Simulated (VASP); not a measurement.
Consider the following.

```
MgC62
1.0
    7.14656     0.00000     0.00000
    0.00000     7.14656     0.00000
    0.00000     0.00000     7.14656
C Mg
62 1
Direct
  0.49928   0.99902   0.99870
  0.62151   0.12813   0.12779
  0.74753   0.25261   0.00183
  0.87200   0.37863   0.12781
  0.74752   0.00218   0.25230
  0.87203   0.12812   0.37833
  0.99889   0.00123   0.00095
  0.12230   0.12690   0.12662
  0.24708   0.24974   0.99895
  0.37273   0.37517   0.12462
  0.49959   0.50055   0.99980
  0.62495   0.62738   0.12464
  0.75038   0.75307   0.99893
  0.87322   0.87784   0.12660
  0.24706   0.99924   0.24946
  0.37276   0.12492   0.37487
  0.48508   0.23823   0.23791
  0.76190   0.51504   0.23791
  0.87522   0.62739   0.37486
  0.49959   0.00010   0.50025
  0.62496   0.12492   0.62709
  0.76190   0.23822   0.51476
  0.87520   0.37518   0.62707
  0.75040   0.99926   0.75274
  0.87325   0.12690   0.87751
  0.00112   0.50086   0.99871
  0.12269   0.62700   0.12332
  0.25035   0.74981   0.99853
  0.37314   0.87743   0.12335
  0.99797   0.25263   0.25230
  0.12344   0.37622   0.37592
  0.24828   0.50155   0.24906
  0.36164   0.63845   0.36139
  0.49857   0.75181   0.24908
  0.62392   0.87670   0.37592
  0.00112   0.99901   0.50056
  0.12271   0.12364   0.62667
  0.24832   0.24938   0.50126
  0.36170   0.36164   0.63817
  0.63851   0.63847   0.63814
  0.75079   0.75184   0.50126
  0.87653   0.87746   0.62668
  0.25035   0.99884   0.74952
  0.37315   0.12365   0.87715
  0.49858   0.24935   0.75154
  0.62391   0.37622   0.87638
  0.75073   0.50155   0.75150
  0.87648   0.62698   0.87713
  0.00088   0.75309   0.24942
  0.12247   0.87764   0.37560
  0.00004   0.50056   0.50023
  0.12562   0.62410   0.62383
  0.25157   0.74853   0.49773
  0.37601   0.87451   0.62381
  0.00091   0.24976   0.75274
  0.12247   0.37587   0.87735
  0.25163   0.49804   0.74825
  0.37604   0.62413   0.87421
  0.50211   0.74855   0.74821
  0.62426   0.87767   0.87734
  0.00128   0.74979   0.74952
  0.12466   0.87547   0.87519
  0.56180   0.43837   0.43794
```

Method: HSE06 screened hybrid, VASP's PBE PAW potentials (set 64) (plane waves; VASP). Numerical set-up: PREC = Normal, LREAL = Auto, ISYM = 0, EDIFF = 1E-5, 400 eV cut-off, 1×1×1 Γ-centred mesh, Gaussian smearing of 0.050 eV, potentials C Mg.

The supercell is sampled at Γ alone, which is coarse: total energies, pressure and levels can be off, energies of defects by several tenths of an eV.

Question: What does the run give for the energy per atom (σ→0), largest force?

Answer: 
| Item | Result |
|---|---|
| energy per atom (σ→0) | -10.222 eV/atom |
| largest force | 0.102 eV/Å |

Only differences to runs with the same potentials and settings are physical.

The cell is a supercell with a defect, built from C (diamond): Mg_C-vac_C. The cell's shape comes from a PBE relaxation. The run is not spin-polarised, so no state with unpaired spins was tried.
